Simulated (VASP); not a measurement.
Crystal: Cd4TeO3.

```
CELL_PARAMETERS angstrom
-3.73056 3.73056 2.74225
3.73056 -3.73056 2.74225
3.73056 3.73056 -2.74225
ATOMIC_POSITIONS crystal
Cd 0.00000 0.26053 0.26053
Cd 0.00000 0.73947 0.73947
Cd 0.26053 0.00000 0.26053
Cd 0.73947 0.00000 0.73947
Te 0.50000 0.50000 0.00000
O 0.50000 0.00000 0.50000
O 0.00000 0.50000 0.50000
O 0.00000 0.00000 0.00000
```

The cell was built by a generator and needn't be a form met in nature.

| Property | Result |
| --- | --- |
| Program | VASP 6.6.1 |
| Task | relaxation of cell and atoms |
| Functional | PBE |
| Potentials or basis | VASP PAW PBE potentials, release 64 (Cd, Te, O) |
| Cutoff | 520 eV |
| k mesh | 3 × 3 × 3 |
| Occupations | gaussian, width 0.15 eV |
| Spin | no spin polarisation |

At the start: pressure 31.8 GPa; volume 19.08 Å³/atom.

Question: Where does the relaxation end?

Answer: Over 12 steps the energy falls by 560.6 meV/atom and the volume is 24.67 Å³/atom (+29.3 %); space group I4/mmm (No. 139, to 0.05 Å).

The path:
| step | energy change (eV) | largest force (eV/Å) | pressure (GPa) | volume (Å³) |
| --- | --- | --- | --- | --- |
| 1 | 0.0000 | 0.9201 | 31.84 | 152.66 |
| 2 | -1.9949 | 1.4416 | -9.65 | 250.97 |
| 3 | -4.2321 | 1.7293 | 0.24 | 199.66 |
| 4 | -4.4617 | 0.1081 | -1.06 | 203.55 |
| 5 | -4.4640 | 0.0779 | -0.94 | 203.16 |
| 6 | -4.4743 | 0.1189 | 0.05 | 199.35 |
| 7 | -4.4745 | 0.1035 | 0.14 | 199.56 |
| 8 | -4.4746 | 0.0824 | -0.02 | 199.95 |
| 9 | -4.4809 | 0.0163 | -0.04 | 198.87 |
| 10 | -4.4834 | 0.1638 | 0.16 | 195.91 |
| 11 | -4.4850 | 0.1063 | 0.22 | 196.85 |
| 12 | -4.4849 | 0.0737 | 0.10 | 197.38 |

Final structure:
```xyz
8
Lattice="-4.2160 4.2160 2.7761 4.2160 -4.2160 2.7761 4.2160 4.2160 -2.7761" Properties=species:S:1:pos:R:3 pbc="T T T"
Cd    2.2314    0.0000    0.0000
Cd    6.2007    0.0000    0.0000
Cd    0.0000    2.2314    0.0000
Cd    0.0000    6.2007    0.0000
Te    0.0000    0.0000    2.7761
O     0.0000    4.2160    0.0000
O     4.2160    0.0000    0.0000
O     0.0000    0.0000    0.0000
```

Caveat: the k mesh is coarse (spacing up to 0.47 Å⁻¹), so the values aren't converged; the volume moved by over 15 % at a fixed basis, so the end points are rough.
